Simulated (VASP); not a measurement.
Consider the following.

```
BiSe
1.0
    0.00000     3.03288     3.03288
    3.03288     0.00000     3.03288
    3.03288     3.03288     0.00000
Bi Se
1 1
Cartesian
  3.03288   0.00000   3.03288
  3.03288   3.03288   3.03288
```

These are PBEsol GGA with spin-orbit coupling, VASP's PBE PAW potentials (set 64) (plane waves; VASP) values and carry that method's errors. Settings: 400 eV cut-off, 9×9×9 Γ-centred mesh, Gaussian smearing of 0.050 eV, potentials Bi_d Se.

**Question.** Estimate the energy per atom (σ→0), pressure, band gap (over mesh and band path) with the smallest direct gap where there is one.

**Answer.** 
```yaml
band gap (over mesh and band path): none (metal, semimetal or under 0.01 eV)
energy per atom (σ→0): -4.705 eV/atom
pressure: 1.18 GPa
```

The structure comes from a measured BiSe entry (Fm-3m) of the Crystallography Open Database, whose conditions weren't checked. It was relaxed first.
